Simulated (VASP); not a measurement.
```
Cs
1.0
   -3.06707     3.06707     3.06707
    3.06707    -3.06707     3.06707
    3.06707     3.06707    -3.06707
Cs
1
Cartesian
  0.00000   0.00000   0.00000
```

Computed with PW91 GGA, VASP's PBE PAW potentials (set 64) (plane waves; VASP 6.6.1). Numerical set-up: 520 eV cut-off, Gaussian smearing of 0.050 eV, potentials Cs_sv.

Unless said otherwise, spin-orbit coupling is left out, though it shifts the bands of the heavy elements here.

What does the run give for the band gap (along the path) with the smallest direct gap where there is one?

```
Quantity                                                     Result
-------------------------  ----------------------------------------
band gap (along the path)  none (metal, semimetal or under 0.01 eV)
```

Only differences to runs with the same potentials and settings are physical.

The compound is Cs in the bcc structure. It was relaxed first.
